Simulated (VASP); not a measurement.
Data:

```
Ga3Hg
1.0
   -2.06200     2.06200     4.51780
    2.06200    -2.06200     4.51780
    2.06200     2.06200    -4.51780
Ga Hg
3 1
Direct
  0.75000   0.25000   0.50000
  0.25000   0.75000   0.50000
  0.50000   0.50000   0.00000
  0.00000   0.00000   0.00000
```

Calculation: PBEsol GGA, VASP's PBE PAW potentials (set 64) (plane waves; VASP). Run with 400 eV cut-off, Gaussian smearing of 0.050 eV, potentials Ga_d Hg.

Task: Give the energies of bands 21 to 29 at the high-symmetry points, in eV from the Fermi level.

Result: 
| band | Γ | X | P | N | M | S | R |
|---|---|---|---|---|---|---|---|
| 21 | -7.21 | -6.33 | -5.50 | -7.27 | -7.21 | -6.95 | -5.99 |
| 22 | -2.93 | -5.21 | -5.50 | -6.69 | -7.11 | -6.62 | -5.62 |
| 23 | -2.60 | -3.92 | -5.13 | -4.37 | -1.85 | -6.53 | -5.37 |
| 24 | -1.27 | -3.79 | -4.64 | -3.35 | -1.85 | -1.18 | -4.98 |
| 25 | 0.25 | -3.63 | -1.40 | 1.24 | -1.16 | 0.05 | -1.90 |
| 26 | 0.46 | -3.55 | -1.38 | 1.48 | -0.59 | 1.04 | -1.28 |
| 27 | 0.46 | 1.34 | -1.26 | 1.65 | 4.45 | 2.21 | 1.53 |
| 28 | 0.59 | 1.79 | -1.26 | 1.68 | 4.45 | 3.62 | 1.89 |
| 29 | 0.59 | 2.33 | 5.83 | 3.82 | 4.54 | 3.71 | 2.59 |

It has no gap at this level: it comes out as a metal or semimetal.

The structure comes from a computed database's Ga3Hg entry (I4/mmm); how it stands against other phases isn't given here. It was relaxed first, which changed the volume by -8 %. The electron count is odd and the run is not spin-polarised, which forces a metal.
